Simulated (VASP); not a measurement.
These are PBE GGA, VASP's PBE PAW potentials (set 64) (plane waves; VASP) values and carry that method's errors.

A VASP calculation is set up with these files.

**INCAR**
```
SYSTEM = Ge4Si4
PREC = Accurate; ENCUT = 400; LREAL = .False.
LASPH = .True.
EDIFF = 1E-6; NELM = 100; ALGO = Normal
LMAXMIX = 4
ISMEAR = 0; SIGMA = 0.05
GGA = PE
LWAVE = .True.; LCHARG = .False.
```

### KPOINTS
```
Automatic
0
gamma
4 4 4
0 0 0
```

### POSCAR
```
Ge4Si4
1
    5.5932127367    -0.0029416872     0.0000000000
   -0.0029416872     5.5932127367     0.0000000000
    0.0000000000     0.0000000000     5.5940021014
Si Ge
4 4
Direct
  0.0000000000   1.0000000000   0.0058703071
  0.2500000000   0.2500000000   0.2441296929
  0.5000000000   0.5000000000   0.0058703071
  0.7500000000   0.7500000000   0.2441296929
  0.5000000000   0.0000000000   0.4935841654
  0.7500000000   0.2500000000   0.7564158346
  0.0000000000   0.5000000000   0.4935841654
  0.2500000000   0.7500000000   0.7564158346
```

POTCAR, in this order: Si Ge_d (PBE.64 set). Program: vasp_std.

What VASP printed:

OUTCAR:
```
 ion  position               nearest neighbor table
   1  0.000  0.000  0.006-   2 2.38   4 2.38   6 2.42   8 2.42
   2  0.250  0.250  0.244-   1 2.38   3 2.38   5 2.42   7 2.42
   3  0.500  0.500  0.006-   2 2.38   4 2.38   6 2.42   8 2.42
   4  0.750  0.750  0.244-   1 2.38   3 2.38   5 2.42   7 2.42
   5  0.500  0.000  0.494-   2 2.42   4 2.42   6 2.46   8 2.46
   6  0.750  0.250  0.756-   1 2.42   3 2.42   5 2.46   7 2.46
   7  0.000  0.500  0.494-   2 2.42   4 2.42   6 2.46   8 2.46
   8  0.250  0.750  0.756-   1 2.42   3 2.42   5 2.46   7 2.46
  LATTYP: Found a base centered orthorhombic cell.
 ALAT       =     7.9058371355
 B/A-ratio  =     1.0010524310
 C/A-ratio  =     0.7075787175
 Subroutine PRICEL returns following result:
  LATTYP: Found a simple orthorhombic cell.
 ALAT       =     3.9529185678
 B/A-ratio  =     1.0010524310
 C/A-ratio  =     1.4151574351
 Subroutine GETGRP returns: Found  8 space group operations
The static configuration has the point symmetry C_2v.
 The point group associated with its full space group is D_2h.
The dynamic configuration has the point symmetry C_2v.
 Subroutine INISYM returns: Found  8 space group operations
 Subroutine IBZKPT returns following result:
 Found     21 irreducible k-points:

 Following reciprocal coordinates:
            Coordinates               Weight
  0.000000  0.000000  0.000000      1.000000
  0.250000 -0.000000  0.000000      4.000000
  0.500000 -0.000000  0.000000      2.000000
  0.250000  0.250000  0.000000      2.000000
  0.500000  0.250000  0.000000      4.000000
 -0.250000  0.250000  0.000000      2.000000
  0.500000  0.500000  0.000000      1.000000
  0.000000  0.000000  0.250000      2.000000
  0.250000 -0.000000  0.250000      8.000000
  0.500000 -0.000000  0.250000      4.000000
  0.250000  0.250000  0.250000      4.000000
  0.500000  0.250000  0.250000      8.000000
...
```

File OSZICAR:
```
       N       E                     dE             d eps       ncg     rms          rms(c)
DAV:   1     0.653240960359E+03    0.65324E+03   -0.29707E+04  2161   0.314E+03
DAV:   2     0.794181097663E+02   -0.57382E+03   -0.56101E+03  1806   0.805E+02
DAV:   3    -0.330562424498E+02   -0.11247E+03   -0.11027E+03  2052   0.200E+02
DAV:   4    -0.399100675955E+02   -0.68538E+01   -0.68146E+01  2203   0.579E+01
DAV:   5    -0.400744192815E+02   -0.16435E+00   -0.16414E+00  2148   0.963E+00    0.787E+00
DAV:   6    -0.397529949486E+02    0.32142E+00   -0.24765E-01  2211   0.283E+00    0.472E+00
DAV:   7    -0.395920979242E+02    0.16090E+00   -0.36449E-01  2150   0.278E+00    0.331E-01
DAV:   8    -0.395967939883E+02   -0.46961E-02   -0.34771E-02  2160   0.156E+00    0.211E-01
DAV:   9    -0.395988709535E+02   -0.20770E-02   -0.42545E-03  2073   0.265E-01    0.108E-01
DAV:  10    -0.395989296578E+02   -0.58704E-04   -0.14614E-04  2371   0.759E-02    0.615E-02
DAV:  11    -0.395990516117E+02   -0.12195E-03   -0.21004E-04  1957   0.556E-02    0.120E-02
DAV:  12    -0.395990522649E+02   -0.65316E-06   -0.55905E-06  1884   0.138E-02
   1 F= -.39599052E+02 E0= -.39599052E+02  d E =-.473480E-06
```

OUTCAR:
```
------------------------ aborting loop because EDIFF is reached ----------------------------------------
  FORCE on cell =-STRESS in cart. coord.  units (eV):
  Direction    XX          YY          ZZ          XY          YZ          ZX
  --------------------------------------------------------------------------------------
  Total        0.0479916      0.0479916      0.0429401     -0.0532549      0.0000000      0.0000000
  in kB        0.4393703      0.4393703      0.3931228     -0.4875561      0.0000000      0.0000000
  external PRESSURE =       0.4239544 kB  Pullay stress =       0.0000000 kB
  volume of cell :      175.00
      direct lattice vectors                 reciprocal lattice vectors
     5.593212737 -0.002941687  0.000000000     0.178788171  0.000094032  0.000000000
    -0.002941687  5.593212737  0.000000000     0.000094032  0.178788171  0.000000000
     0.000000000  0.000000000  5.594002101     0.000000000  0.000000000  0.178762893
 POSITION                                       TOTAL-FORCE (eV/Angst)
 -----------------------------------------------------------------------------------
      0.00000      0.00000      0.03284         0.000000     -0.000000      0.006601
      1.39757      1.39757      1.36566        -0.000000      0.000000     -0.006601
      2.79514      2.79514      0.03284         0.000000     -0.000000      0.006601
      4.19270      4.19270      1.36566         0.000000      0.000000     -0.006601
      2.79661     -0.00147      2.76111        -0.000000      0.000000     -0.000088
      4.19417      1.39610      4.23139         0.000000      0.000000      0.000088
     -0.00147      2.79661      2.76111        -0.000000      0.000000     -0.000088
      1.39610      4.19417      4.23139        -0.000000      0.000000      0.000088
 -----------------------------------------------------------------------------------
    total drift:                                0.000000      0.000000     -0.000000
  FREE ENERGIE OF THE ION-ELECTRON SYSTEM (eV)
  ---------------------------------------------------
  free  energy   TOTEN  =       -39.5990522649 eV

  energy  without entropy=      -39.5990517914  energy(sigma->0) =      -39.59905203
```
(Selected blocks of OUTCAR.)

The structure was generated: Ge4Si4 was put into an ordered model structure (Pmma), which need not be its known phase. It was relaxed first.
